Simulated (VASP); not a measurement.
Given:

```xyz
8
Lattice="11.5956 0.0000 0.0000 0.0000 4.1019 0.0000 0.0000 0.0000 4.6732" Properties=species:S:1:pos:R:3 pbc="T T T"
Sn     7.1753     3.0764     1.7597
Sn     4.4204     1.0255     2.9135
Sn    10.2182     1.0255     4.0963
Sn     1.3774     3.0764     0.5769
Se     1.7225     1.0255     2.3795
Se     9.8731     3.0764     2.2937
Se     4.0753     3.0764     0.0429
Se     7.5204     1.0255     4.6303
```

Level of theory: PBE GGA, VASP's PBE PAW potentials (set 64) (plane waves; VASP). Numerical set-up: 300 eV cut-off, 1×3×3 Γ-centred mesh, Gaussian smearing of 0.010 eV, potentials Sn_d Se.

At this cut-off the stress carries a Pulay error, which pulls relaxed volumes low.

Problem. Predict the energy per atom (σ→0), pressure, largest force.

Solution. 
```
Item                            Value
---------------------  --------------
energy per atom (σ→0)  -4.039 eV/atom
pressure                     2.36 GPa
largest force              0.192 eV/Å
```

The absolute energy has meaning only against runs of the same code, potentials and settings.

The structure comes from a computed database's SnSe entry; how it stands against other phases isn't given here. The cell was not relaxed at this level. The k-mesh is coarse (spacing up to 0.54 per Å, 2π included), so the numbers may not be converged in it.
